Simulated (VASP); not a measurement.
Here is the system:

```yaml
crystal:
  lattice:
    - [-1.58925, 1.58925, 3.89834]
    - [1.58925, -1.58925, 3.89834]
    - [1.58925, 1.58925, -3.89834]
  atoms:
    - { symbol: Si, position: [0.66550, 0.66550, 0.00000] }
    - { symbol: Si, position: [0.33450, 0.33450, 0.00000] }
    - { symbol: Mo, position: [0.00000, 0.00000, 0.00000] }
```

Computed with PBE GGA with D3 dispersion (Becke-Johnson damping), VASP's PBE PAW potentials (set 64) (plane waves; VASP). Run with 520 eV cut-off, 15×15×15 Γ-centred mesh, tetrahedra with Blöchl corrections, potentials Si Mo_sv.

**Question.** Tabulate the total density of states (states/eV per cell) against energy (eV; zero at the valence-band maximum or, without a gap, the Fermi level).

**Answer.** 
```
E (eV) | DOS (states/eV)
    -9.92 | ##### 0.73
    -9.57 | ##### 0.76
    -9.21 | ######### 1.34
    -8.86 | ##### 0.80
    -8.51 | ###### 0.92
    -8.27 | ##### 0.81
    -7.92 | ##### 0.70
    -7.56 | #### 0.61
    -7.21 | ### 0.52
    -6.85 | ### 0.49
    -6.50 | #### 0.55
    -6.14 | ######### 1.42
    -5.79 | ####### 1.14
    -5.43 | ####### 1.13
    -5.08 | ###### 0.96
    -4.84 | #### 0.58
    -4.49 | ##### 0.81
    -4.13 | ######## 1.18
    -3.78 | ############ 1.82
    -3.42 | ######## 1.25
    -3.07 | ############ 1.88
    -2.72 | ################### 2.83
    -2.36 | ############################## 4.59
    -2.01 | ###################### 3.39
    -1.65 | ########### 1.61
    -1.42 | ######## 1.30
    -1.06 | ###### 0.97
    -0.71 | ####### 1.00
    -0.35 | ## 0.37
     0.00 | ## 0.25
     0.36 | ## 0.26
     0.71 | ##### 0.74
     1.06 | ###### 0.87
     1.42 | ######## 1.19
     1.77 | ############# 1.93
     2.01 | ################ 2.39
     2.37 | ################# 2.55
     2.72 | ########### 1.66
     3.07 | ######### 1.44
     3.43 | ############# 2.06
```
Within 2 eV below the Fermi level the largest weight inside VASP's projection spheres is Mo d, then Si p.

The compound is MoSi2 in the MoSi2 type structure. It was relaxed first.
